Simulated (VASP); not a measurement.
Calculation: PBE GGA, VASP's PBE PAW potentials (set 64) (plane waves; VASP).

A VASP calculation is set up with these files.

**POSCAR**
```
GaAs
1
    0.0000000000     2.8750900000     2.8750900000
    2.8750900000     0.0000000000     2.8750900000
    2.8750900000     2.8750900000     0.0000000000
Ga As
1 1
Direct
  0.0000000000   0.0000000000   0.0000000000
  0.2500000000   0.2500000000   0.2500000000
```

INCAR:
```
ALGO = Normal
EDIFF = 1E-6
EDIFFG = -0.01
ENCUT = 400
GGA = PE
IBRION = 2
ISIF = 3
ISMEAR = 0
LASPH = .TRUE.
LCHARG = .FALSE.
LMAXMIX = 4
LREAL = .FALSE.
LWAVE = .FALSE.
NELM = 100
NSW = 60
PREC = Accurate
SIGMA = 0.05
SYSTEM = GaAs
```

File KPOINTS:
```
Automatic mesh
0
Gamma
7 7 7
0 0 0
```

POTCAR, in this order: Ga_d As (PBE.64 set). Program: vasp_std.

The resulting files:

### OSZICAR
```
       N       E                     dE             d eps       ncg     rms          rms(c)
DAV:   1     0.723139765236E+02    0.72314E+02   -0.80486E+03   520   0.164E+03
DAV:   2    -0.301011001496E+01   -0.75324E+02   -0.72732E+02   545   0.284E+02
DAV:   3    -0.832766023133E+01   -0.53176E+01   -0.52262E+01   695   0.686E+01
DAV:   4    -0.841435765892E+01   -0.86697E-01   -0.86668E-01   577   0.941E+00
DAV:   5    -0.841589644448E+01   -0.15388E-02   -0.15386E-02   664   0.108E+00    0.277E+00
DAV:   6    -0.827920535430E+01    0.13669E+00   -0.26042E-01   799   0.920E+00    0.166E+00
DAV:   7    -0.826284832368E+01    0.16357E-01   -0.66399E-02   667   0.199E+00    0.560E-01
DAV:   8    -0.826371077992E+01   -0.86246E-03   -0.10082E-02   590   0.137E+00    0.905E-02
DAV:   9    -0.826411715135E+01   -0.40637E-03   -0.10727E-03   631   0.465E-01    0.560E-02
DAV:  10    -0.826418426752E+01   -0.67116E-04   -0.78226E-05   670   0.935E-02    0.303E-02
DAV:  11    -0.826424043031E+01   -0.56163E-04   -0.88490E-05   555   0.784E-02    0.405E-03
DAV:  12    -0.826424082195E+01   -0.39164E-06   -0.13775E-06   494   0.183E-02
   1 F= -.82642408E+01 E0= -.82642228E+01  d E =-.826424E+01
       N       E                     dE             d eps       ncg     rms          rms(c)
DAV:   1    -0.826780291860E+01   -0.35625E-02   -0.47154E-02   675   0.426E+00    0.340E-01
DAV:   2    -0.826508503411E+01    0.27179E-02   -0.50988E-03   635   0.166E+00    0.156E-01
DAV:   3    -0.826440449412E+01    0.68054E-03   -0.87493E-04   685   0.584E-01    0.342E-02
DAV:   4    -0.826434423798E+01    0.60256E-04   -0.75009E-05   568   0.131E-01    0.117E-02
DAV:   5    -0.826433594007E+01    0.82979E-05   -0.58736E-06   576   0.365E-02    0.261E-03
DAV:   6    -0.826433586172E+01    0.78353E-07   -0.42621E-07   270   0.102E-02
   2 F= -.82643359E+01 E0= -.82643299E+01  d E =-.950398E-04
       N       E                     dE             d eps       ncg     rms          rms(c)
DAV:   1    -0.826464145564E+01   -0.30552E-03   -0.39191E-03   685   0.124E+00    0.980E-02
DAV:   2    -0.826441571142E+01    0.22574E-03   -0.41445E-04   645   0.464E-01    0.452E-02
DAV:   3    -0.826435734545E+01    0.58366E-04   -0.74906E-05   680   0.171E-01    0.968E-03
DAV:   4    -0.826435181332E+01    0.55321E-05   -0.62786E-06   555   0.386E-02    0.339E-03
DAV:   5    -0.826435086592E+01    0.94740E-06   -0.43461E-07   260   0.105E-02
   3 F= -.82643509E+01 E0= -.82643424E+01  d E =-.110044E-03
```

OUTCAR:
```
------------------------ aborting loop because EDIFF is reached ----------------------------------------
  FORCE on cell =-STRESS in cart. coord.  units (eV):
  Direction    XX          YY          ZZ          XY          YZ          ZX
  --------------------------------------------------------------------------------------
  Total       -0.0123635     -0.0123635     -0.0123635     -0.0000000      0.0000000     -0.0000000
  in kB       -0.4181572     -0.4181572     -0.4181572     -0.0000000      0.0000000     -0.0000000
  external PRESSURE =      -0.4181572 kB  Pullay stress =       0.0000000 kB
  volume of cell :       47.37
      direct lattice vectors                 reciprocal lattice vectors
    -0.000000000  2.871846472  2.871846472    -0.174104015  0.174104015  0.174104015
     2.871846472  0.000000000  2.871846472     0.174104015 -0.174104015  0.174104015
     2.871846472  2.871846472 -0.000000000     0.174104015  0.174104015 -0.174104015
  FREE ENERGIE OF THE ION-ELECTRON SYSTEM (eV)
  ---------------------------------------------------
  free  energy   TOTEN  =        -8.2643508659 eV

  energy  without entropy=       -8.2643339971  energy(sigma->0) =       -8.26434243

 reached required accuracy - stopping structural energy minimisation
```
(Selected blocks of OUTCAR.)

CONTCAR:
```
GaAs
   1.00000000000000
    -0.0000000000000000    2.8718464719656480    2.8718464719656480
     2.8718464719656480    0.0000000000000000    2.8718464719656480
     2.8718464719656480    2.8718464719656480   -0.0000000000000000
  Ga              As
     1     1
Direct
     0.0000000000000000    0.0000000000000000    0.0000000000000000
     0.2500000000000000    0.2500000000000000    0.2500000000000000
```

The structure comes from a computed database's GaAs entry (F-43m); how it stands against other phases isn't given here. This run relaxes it. Symmetry was kept, so distortions that lower it aren't found.
